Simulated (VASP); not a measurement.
All values below come from LDA (Ceperley-Alder, Perdew-Zunger), VASP's LDA PAW potentials (set 64) (plane waves; VASP).

VASP ran on this input.

**KPOINTS**
```
Automatic mesh
0
Gamma
5 5 5
0 0 0
```

### INCAR
```
SIGMA = 0.05   ! width (eV)
EDIFFG = -0.01   ! ionic stop
NSW = 50   ! most ionic steps
LCHARG = .FALSE.
NELM = 100   ! most electronic steps
ISMEAR = -1
LWAVE = .FALSE.
EDIFF = 1E-6   ! SCF stop (eV)
IBRION = 2   ! conjugate gradients
LREAL = .FALSE.   ! projection in real space or not
ISIF = 3   ! ions, shape and volume
ALGO = Normal
SYSTEM = CdS
LASPH = .TRUE.   ! aspherical one-centre terms
ENCUT = 300   ! plane-wave cut-off (eV)
LMAXMIX = 4   ! l cut-off of mixed one-centre charges
PREC = Accurate
```

**POSCAR**
```
CdS
1.0
  0.0000000000   2.9100000000   2.9100000000
  2.9100000000   0.0000000000   2.9100000000
  2.9100000000   2.9100000000   0.0000000000
Cd S
1 1
direct
  0.0000000000   0.0000000000   0.0000000000
  0.2500000000   0.2500000000   0.2500000000
```

POTCAR, in this order: Cd S (LDA.64 set). Program: vasp_std.

At this cut-off the stress carries a Pulay error, which pulls relaxed volumes low. Energy and stress use the plane-wave basis of the starting cell.

Problem. Estimate the energy per atom (σ→0), volume per atom, band gap (on the k-mesh).

Solution. 
```
Quantity                          Result
------------------------  --------------
energy per atom (σ→0)     -3.696 eV/atom
band gap (on the k-mesh)         0.95 eV
volume per atom            24.02 Å³/atom
```

**OSZICAR**
```
...
DAV:   1    -0.741821417664E+01   -0.27073E-01   -0.51488E-01   280   0.100E+01    0.123E+00
DAV:   2    -0.739518557797E+01    0.23029E-01   -0.56776E-02   285   0.386E+00    0.463E-01
DAV:   3    -0.739295781186E+01    0.22278E-02   -0.62373E-03   275   0.966E-01    0.397E-01
DAV:   4    -0.739270619024E+01    0.25162E-03   -0.35613E-04   270   0.204E-01    0.692E-02
DAV:   5    -0.739268214094E+01    0.24049E-04   -0.88815E-05   300   0.161E-01    0.206E-02
DAV:   6    -0.739268206569E+01    0.75252E-07   -0.10061E-05   260   0.418E-02    0.114E-02
DAV:   7    -0.739268221253E+01   -0.14684E-06   -0.41587E-07   130   0.468E-03
   3 F= -.73926822E+01 E0= -.73926811E+01  d E =-.674619E-02
```

The structure is a typed CdS crystal. This run relaxes it. Symmetry was kept, so distortions that lower it aren't found. The run is one of a series of settings (EDIFFG = -0.01, IBRION = 2, ISIF = 3, NSW = 50 against the base run), some of them coarse on purpose.
